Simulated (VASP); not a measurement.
A snapshot from molecular dynamics of Nb, step 21; the first frame, the perfect lattice, has an electronic free energy F (no ionic kinetic energy) of -10.334 eV/atom. The Γ point alone samples so small a cell crudely.

Given:

```
Nb
1.0
   -4.95000     4.95000     4.95000
    4.95000    -4.95000     4.95000
    4.95000     4.95000    -4.95000
Nb
27
Direct
  0.98991   0.00781   0.00537
  0.99432   0.02117   0.34229
  0.99678   0.00231   0.66733
  0.98508   0.33512   0.98531
  0.99957   0.33926   0.33726
  0.99107   0.32485   0.67178
  0.99746   0.66363   0.99897
  0.01770   0.65386   0.32586
  0.00150   0.66027   0.65756
  0.34070   0.00731   0.01945
  0.33415   0.99010   0.32280
  0.33700   0.99448   0.67601
  0.32616   0.32891   0.00695
  0.34554   0.32813   0.33059
  0.33875   0.34065   0.66445
  0.32333   0.67261   0.00976
  0.34409   0.67191   0.32643
  0.32763   0.65853   0.66794
  0.66254   0.00558   0.00160
  0.66582   0.99155   0.33845
  0.65237   0.00004   0.64801
  0.67531   0.32916   0.00327
  0.66561   0.33086   0.33132
  0.67774   0.33489   0.65908
  0.67127   0.67013   0.00292
  0.66525   0.67272   0.33106
  0.67332   0.66418   0.66821
```

The numbers are results of PBE GGA, VASP's PBE PAW potentials (set 64) (plane waves; VASP), not measurements. Run with PREC = Normal, LREAL = Auto, ISYM = 0, EDIFF = 1E-5, 300 eV cut-off, 1×1×1 Γ-centred mesh, Fermi-Dirac smearing of 0.069 eV, potentials Nb_sv.

Question: Give F per atom of this frame and the forces (eV/Å).

Answer: -10.267 eV/atom.
```
atom     Fx     Fy     Fz
----  -----  -----  -----
Nb1   -0.71   0.45   0.54
Nb2   -2.16   0.96  -0.13
Nb3    0.28  -0.26  -0.50
Nb4   -0.14   1.88  -0.46
Nb5   -0.92  -0.16  -0.42
Nb6   -0.10  -1.00   1.28
Nb7   -0.29  -0.21   0.54
Nb8    2.09  -1.56  -0.44
Nb9    0.92   0.38  -1.20
Nb10  -0.83  -0.69  -0.35
Nb11   1.44   0.55   0.37
Nb12  -0.37  -1.05   1.10
Nb13   0.07  -0.33   1.37
Nb14   1.35  -1.09  -0.30
Nb15  -0.10   0.80  -0.96
Nb16  -1.48   0.84   0.36
Nb17  -0.21  -0.12  -1.50
Nb18  -0.08   0.19   1.19
Nb19  -0.05   0.93  -0.39
Nb20   1.05  -1.99   1.09
Nb21   0.21   1.87   0.07
Nb22   0.58  -1.03   0.09
Nb23  -0.33   1.09   0.26
Nb24   0.19  -0.30  -1.30
Nb25   0.51  -0.08  -0.36
Nb26  -0.93   0.96  -0.39
Nb27   0.04  -1.04   0.44
```

The cell is a supercell, built from Nb (bcc). Its lattice is the typed one, not relaxed at this level.
